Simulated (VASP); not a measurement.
A run of VASP 6.6.1 is set up as follows.

Contents of POSCAR:

```
BiTe
4.5108
    0.005205063403      0.713913718187      0.700221468476
    0.705217699743     -0.012860689900      0.718287443469
    0.708214285714      0.734976279152     -0.015857497561
Bi Te
1 1
Direct
    0.0000000000      0.0000000000      0.0000000000
    0.5000000000      0.5000000000      0.5000000000
```

Contents of INCAR.step1:

```
PREC = Accurate
ENCUT = 520
EDIFF = 1E-5
ISMEAR = 0
SIGMA = 0.05
LREAL = False
LASPH = True
NELM = 60
ALGO = Normal
ISIF = 2
LWAVE = True
LCHARG = False
GGA = PE
```

Contents of INCAR.step2:

```
PREC = Accurate
ENCUT = 520
EDIFF = 1E-6
ISMEAR = 0
SIGMA = 0.05
LREAL = False
LASPH = True
NELM = 60
ALGO = Normal
ISIF = 2
LWAVE = False
LCHARG = False
GGA = PE
LHFCALC = True
AEXX = 0.25
PRECFOCK = Fast
HFRCUT = -1
IVDW = 2
ISTART = 1
```

KPOINTS

```
Automatic mesh
0
Gamma
  4 4 4
```

Potentials or basis: VASP PAW PBE potentials, release 64 (Bi_d, Te).

Run with:

```bash
$ cat potpaw_PBE.64/Bi_d/POTCAR potpaw_PBE.64/Te/POTCAR > POTCAR
$ cp INCAR.step1 INCAR
$ mpirun -np 1 vasp_std > vasp.out
$ cp INCAR.step2 INCAR
$ mpirun -np 1 vasp_std > vasp.out
```

(1) Estimate the dispersion energy per atom.

(2) Predict the band gap on the k mesh.

(3) What does it give for the pressure?

(4) What does it give for the Hirshfeld charges?

Answers

(1) -0.256 eV.

(2) none (metal or under the smearing width).

(3) -2.6 GPa.

(4) Bi +0.11; Te -0.11 e.

Caveat: the k mesh is coarse (spacing up to 0.43 Å⁻¹), so the values aren't converged, least of all with exact exchange; atom-pairwise D2, TS and ULG terms overbind metals; the PAW data sets were made with another functional, which shifts forces and pressure a little; spin-orbit coupling is left out, which moves the levels of the heavy elements; pairwise dispersion overbinds metals, which lowers pressure and volume.
